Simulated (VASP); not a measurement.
These are PBEsol GGA, VASP's PBE PAW potentials (set 64) (plane waves; VASP) values and carry that method's errors.

The input files of a VASP run:

File POSCAR:
```
NiSb
1.0
  0.0000000000   2.8060464439   2.8060464439
  2.8060464439   0.0000000000   2.8060464439
  2.8060464439   2.8060464439   0.0000000000
Ni Sb
1 1
Cartesian
  0.0000000000   0.0000000000   0.0000000000
  1.4030232220   1.4030232220   1.4030232220
```

KPOINTS:
```
k-points along high-symmetry lines
15
Line-mode
Reciprocal
  0.000000   0.000000   0.000000 ! GAMMA
 -0.500000  -0.500000   0.000000 ! X

 -0.500000  -0.500000   0.000000 ! X
 -0.375000  -0.375000   0.250000 ! U

 -0.375000   0.000000   0.375000 ! K
  0.000000   0.000000   0.000000 ! GAMMA

  0.000000   0.000000   0.000000 ! GAMMA
 -0.000000  -0.000000   0.500000 ! L

 -0.000000  -0.000000   0.500000 ! L
 -0.500000  -0.250000   0.250000 ! W

 -0.500000  -0.250000   0.250000 ! W
 -0.500000  -0.500000   0.000000 ! X
```

**INCAR**
```
SYSTEM = NiSb
PREC = Accurate; ENCUT = 400; LREAL = .FALSE.
LASPH = .TRUE.; ICHARG = 11
EDIFF = 1E-7; NELM = 100; ALGO = Normal
LMAXMIX = 4
ISMEAR = 0; SIGMA = 0.05
GGA = PS
LWAVE = .FALSE.; LCHARG = .FALSE.; LORBIT = 11
```

POTCAR, in this order: Ni Sb (PBE.64 set). Program: vasp_std. Read from the step before: CHGCAR.

The run wrote:

File OSZICAR:
```
       N       E                     dE             d eps       ncg     rms          rms(c)
DAV:   1     0.566266470934E+02    0.56627E+02   -0.52896E+03  1996   0.102E+03
DAV:   2    -0.810638694953E+01   -0.64733E+02   -0.62039E+02  2067   0.222E+02
DAV:   3    -0.103115054093E+02   -0.22051E+01   -0.21725E+01  2239   0.481E+01
DAV:   4    -0.103459955075E+02   -0.34490E-01   -0.34478E-01  2320   0.626E+00
DAV:   5    -0.103468508252E+02   -0.85532E-03   -0.85529E-03  2303   0.933E-01
DAV:   6    -0.103468964791E+02   -0.45654E-04   -0.45653E-04  2743   0.184E-01
DAV:   7    -0.103468969707E+02   -0.49157E-06   -0.49217E-06  2274   0.150E-02
DAV:   8    -0.103468969923E+02   -0.21634E-07   -0.21522E-07  1535   0.228E-03
   1 F= -.10346897E+02 E0= -.10345749E+02  d E =-.229652E-02
```

File OUTCAR:
```
 val. band max:        5.8804639470   @ k =  -0.4286  -0.4286   0.0000

 cond. band min:       5.9183246091   @ k =  -0.4375  -0.4375   0.1250



 k-point     1 :       0.0000    0.0000    0.0000
  band No.  band energies     occupation
      1      -4.9028      2.00000
      2       3.4183      2.00000
      3       3.4183      2.00000
      4       3.4183      2.00000
      5       4.5188      2.00000
      6       4.5188      2.00000
      7       9.9116      0.00000
      8       9.9116      0.00000
      9       9.9116      0.00000
     10      11.9427      0.00000
     11      12.5946      0.00000

 k-point     2 :      -0.0357   -0.0357    0.0000
  band No.  band energies     occupation
      1      -4.8829      2.00000
      2       3.4024      2.00000
      3       3.4214      2.00000
      4       3.4214      2.00000
      5       4.5141      2.00000
      6       4.5197      2.00000
      7       9.7534      0.00000
      8       9.7845      0.00000
      9       9.7845      0.00000
     10      12.1111      0.00000
     11      12.5031      0.00000

 k-point     3 :      -0.0714   -0.0714    0.0000
  band No.  band energies     occupation
      1      -4.8231      2.00000
      2       3.3554      2.00000
      3       3.4312      2.00000
      4       3.4312      2.00000
      5       4.5005      2.00000
      6       4.5230      2.00000
      7       9.3841      0.00000
      8       9.4659      0.00000
      9       9.4659      0.00000
     10      12.2185      0.00000
     11      12.5500      0.00000

 k-point     4 :      -0.1071   -0.1071    0.0000
  band No.  band energies     occupation
      1      -4.7245      2.00000
      2       3.2778      2.00000
      3       3.4477      2.00000
      4       3.4477      2.00000
      5       4.4785      2.00000
      6       4.5283      2.00000
      7       8.9328      0.00000
      8       9.0552      0.00000
      9       9.0552      0.00000
     10      11.9124      0.00000
...
```

The density is held fixed in this step, so its total energy and stress have no physical meaning. Unless said otherwise, spin-orbit coupling is left out, though it shifts the bands of the heavy elements here.

The structure was generated: NiSb was put into the zinc blende type (F-43m), which need not be its known phase. It was relaxed first, which changed the volume by -21 %. The run is not spin-polarised, so no magnetic state was tried. The electron count is odd and the run is not spin-polarised, which forces a metal.
